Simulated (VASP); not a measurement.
VASP input:

**POSCAR**
```
As
1
   -1.6647685546     1.6647685546     1.6647685546
    1.6647685546    -1.6647685546     1.6647685546
    1.6647685546     1.6647685546    -1.6647685546
As
1
Direct
  0.0000000000   0.0000000000   0.0000000000
```

### INCAR
```
ALGO = Normal
EDIFF = 1E-6
EDIFFG = -0.01
ENCUT = 400
GGA = PS
IBRION = 2
ISIF = 3
ISMEAR = 1
LASPH = .TRUE.
LCHARG = .FALSE.
LMAXMIX = 4
LREAL = .FALSE.
LWAVE = .FALSE.
NELM = 100
NSW = 60
PREC = Accurate
SIGMA = 0.1
SYSTEM = As
```

File KPOINTS:
```
kpoints
0
G
  14 14 14
```

POTCAR, in this order: As (PBE.64 set). Program: vasp_std.

### Question
Translate this PBEsol calculation to Ansatz.

### Answer
One equivalent input (not run):
Ansatz 0.2 input:
```yaml
crystal:
  lattice:
    - [-1.6647686, 1.6647686, 1.6647686]
    - [1.6647686, -1.6647686, 1.6647686]
    - [1.6647686, 1.6647686, -1.6647686]
  atoms:
    - { symbol: As, position: [0.0000000, 0.0000000, 0.0000000] }
kpoints:
  mp_grid: { grid: [14, 14, 14] }
hamiltonian:
  xc: pbesol
  pseudopotentials: { kind: paw }
scf:
  occupations: { method: methfessel_paxton, width: 0.1 }
  max_iter: 100
relax:
  max_steps: 60
  f_tol: 0.01
  cell: {}
output: { forces: true, stress: true, eigenvalues: true }
```
The two are equivalent in intent, not identical: each code has its own PAW files, so the cut-off isn't converted (ENCUT is set for VASP's; basis.ecutwfc is left out, and Ansatz then takes the one that its files recommend); Ansatz stops its SCF on the density residual and VASP on the energy change (EDIFF).

The structure was generated: As was put into the bcc type (Im-3m), which need not be its known phase. This run relaxes it. Symmetry was kept, so distortions that lower it aren't found. The start is the result of an earlier pass.
